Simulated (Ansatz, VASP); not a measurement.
## One calculation of BaSbPt, two programs

File INCAR:

```
SYSTEM = BaSbPt
PREC = Accurate
ENCUT = 520
EDIFF = 1E-6
ISMEAR = -1
SIGMA = 0.05
LREAL = .False.
LASPH = .True.
NELM = 100
ALGO = Normal
ISIF = 2
LWAVE = .False.
LCHARG = .True.
GGA = CA
LELF = .True.
LVHAR = .True.
NBANDS = 20
```

Contents of KPOINTS:

```
regular mesh
0
Gamma
  8 8 7
  0 0 0
```

Contents of POSCAR:

```
BaSbPt
1.0
    4.5679976171      0.0000000000      0.0000000000
   -2.2839988085      3.9560019808      0.0000000000
    0.0000000000      0.0000000000      4.9864066600
Ba Sb Pt
1 1 1
Direct
    0.0000000000      0.0000000000      0.0000000000
    0.6666666667      0.3333333333      0.5000000000
    0.3333333333      0.6666666667      0.5000000000
```

Input for Ansatz:

```yaml
crystal:
  lattice:
    - [4.5679976171, 0.0, 0.0]
    - [-2.2839988085, 3.9560019808, 0.0]
    - [0.0, 0.0, 4.98640666]
  atoms:
    - { symbol: Ba, position: [0.0, 0.0, 0.0] }
    - { symbol: Sb, position: [0.6666666667, 0.3333333333, 0.5] }
    - { symbol: Pt, position: [0.3333333333, 0.6666666667, 0.5] }
kpoints:
  mp_grid: { grid: [8, 8, 7] }
  band_path:
    path:
      - [0.0, 0.0, 0.0]
      - [0.5, 0.0, 0.0]
      - [0.3333333333, 0.3333333333, 0.0]
      - [0.0, 0.0, 0.0]
      - [0.0, 0.0, 0.5]
      - [0.5, 0.0, 0.5]
      - [0.3333333333, 0.3333333333, 0.5]
      - [0.0, 0.0, 0.5]
      - [0.5, 0.0, 0.5]
    npoints: 14
scf:
  occupations: { method: fermi_dirac, width: 0.05 }
hamiltonian:
  xc: lda
  pseudopotentials: { kind: all_electron, lapw: { basis_error: 0.0005 } }
output:
  forces: true
  stress: true
  eigenvalues: true
  fatbands: true
  populations: true
  dos: { projected: true, de: 0.2, e_range: [-14, 8] }
```

The cell comes from a database or a generator and needn't be the stable form of this composition.

Alike in both runs: task single point; functional LDA; k mesh 8 × 8 × 7; occupations fermi-dirac, width 0.05 eV; no spin polarisation.

|  | VASP | Ansatz |
| --- | --- | --- |
| version | VASP 6.6.1 | Ansatz 0.2.0 |
| potentials or method | VASP PAW LDA potentials, release 64 (Ba_sv, Sb, Pt) | all-electron LAPW, scalar-relativistic |
| plane-wave cutoff (eV) | 520 | see its input |

```csv
,VASP,Ansatz,Ansatz less VASP
pressure (GPa),-3.6,-4.1,-0.46
largest component of the traceless stress (GPa),0.44,0.31,-0.129
```

Ansatz ran all-electron here, so the differences hold the error of VASP's frozen core and of both bases.

The runs have no spin-orbit coupling, so splittings on Ba, Pt, Sb are missing.
